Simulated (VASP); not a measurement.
Data:

```yaml
crystal:
  lattice:
    - [1.36577, -2.36559, 0.00000]
    - [1.36577, 2.36559, 0.00000]
    - [0.00000, 0.00000, 4.30407]
  atoms:
    - { symbol: Ru, position: [0.33333, 0.66667, 0.25000] }
    - { symbol: Ru, position: [0.66667, 0.33333, 0.75000] }
```

The numbers are results of revPBE GGA, VASP's PBE PAW potentials (set 64) (plane waves; VASP), not measurements. Run with 520 eV cut-off, 14×14×8 Γ-centred mesh, first-order Methfessel-Paxton smearing of 0.10 eV, potentials Ru_pv.

Q: Predict the energy per atom (σ→0), band gap (on the k-mesh) with the smallest direct gap where there is one.

A: 
```
Quantity                                                    Result
------------------------  ----------------------------------------
band gap (on the k-mesh)  none (metal, semimetal or under 0.01 eV)
energy per atom (σ→0)                               -8.722 eV/atom
```

The compound is Ru in the hcp structure. It was relaxed first. The start is the result of an earlier pass.
